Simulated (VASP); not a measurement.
OSZICAR of a VASP run on CaB6 (cab6):

File OSZICAR:
```
       N       E                     dE             d eps       ncg     rms          rms(c)
DAV:   1     0.159398743150E+03    0.15940E+03   -0.13428E+04   360   0.146E+03
DAV:   2    -0.489430663102E+02   -0.20834E+03   -0.20384E+03   482   0.333E+02
DAV:   3    -0.557392786765E+02   -0.67962E+01   -0.67418E+01   544   0.619E+01
DAV:   4    -0.559593503423E+02   -0.22007E+00   -0.21983E+00   560   0.839E+00
DAV:   5    -0.559624223509E+02   -0.30720E-02   -0.30713E-02   512   0.846E-01    0.102E+01
DAV:   6    -0.507391549990E+02    0.52233E+01   -0.90155E+00   468   0.171E+01    0.496E+00
DAV:   7    -0.498638973109E+02    0.87526E+00   -0.61119E+00   500   0.115E+01    0.137E+00
DAV:   8    -0.498745031456E+02   -0.10606E-01   -0.11584E+00   532   0.645E+00    0.941E-01
DAV:   9    -0.498349822798E+02    0.39521E-01   -0.17937E-01   492   0.188E+00    0.179E-01
DAV:  10    -0.498350638300E+02   -0.81550E-04   -0.14728E-02   608   0.620E-01    0.109E-01
DAV:  11    -0.498350859307E+02   -0.22101E-04   -0.55899E-04   470   0.162E-01    0.452E-02
DAV:  12    -0.498350836819E+02    0.22488E-05   -0.36666E-05   520   0.500E-02    0.167E-02
DAV:  13    -0.498350804345E+02    0.32474E-05   -0.11428E-05   500   0.217E-02    0.418E-03
DAV:  14    -0.498350803059E+02    0.12852E-06   -0.14093E-06   402   0.852E-03
   1 F= -.49835080E+02 E0= -.49834525E+02  d E =-.498351E+02
       N       E                     dE             d eps       ncg     rms          rms(c)
DAV:   1    -0.498351049473E+02   -0.24513E-04   -0.17639E-02   392   0.887E-01    0.589E-02
DAV:   2    -0.498349820410E+02    0.12291E-03   -0.61416E-04   490   0.195E-01    0.282E-02
DAV:   3    -0.498349558585E+02    0.26183E-04   -0.15412E-04   526   0.782E-02    0.619E-03
DAV:   4    -0.498349557728E+02    0.85714E-07   -0.23008E-05   514   0.326E-02    0.460E-03
DAV:   5    -0.498349555137E+02    0.25911E-06   -0.48021E-06   520   0.143E-02
   2 F= -.49834956E+02 E0= -.49834583E+02  d E =0.124792E-03
       N       E                     dE             d eps       ncg     rms          rms(c)
DAV:   1    -0.498351917457E+02   -0.23597E-03   -0.79493E-03   384   0.594E-01    0.414E-02
DAV:   2    -0.498351290085E+02    0.62737E-04   -0.29634E-04   492   0.135E-01    0.192E-02
DAV:   3    -0.498351174436E+02    0.11565E-04   -0.59377E-05   510   0.489E-02    0.444E-03
DAV:   4    -0.498351173156E+02    0.12790E-06   -0.81699E-06   488   0.189E-02
   3 F= -.49835117E+02 E0= -.49834624E+02  d E =-.370097E-04
```

**Question.** Which electronic solver shows in the log?

**Answer.** It is blocked Davidson (ALGO = Normal, or the opening steps of other solvers). The INCAR had ALGO = Normal.

**Question.** Can the final energy be trusted as converged?

**Answer.** The run converged. It stopped with EDIFF = 1E-6, NELM = 100, NSW = 60 and EDIFFG = -0.02 after 3 ionic steps (LDA (Ceperley-Alder, Perdew-Zunger), plane waves, VASP's LDA PAW potentials (set 64)).

The compound is CaB6 in the cab6 structure. This run relaxes it. Symmetry was kept, so distortions that lower it aren't found. The start is the result of an earlier pass.
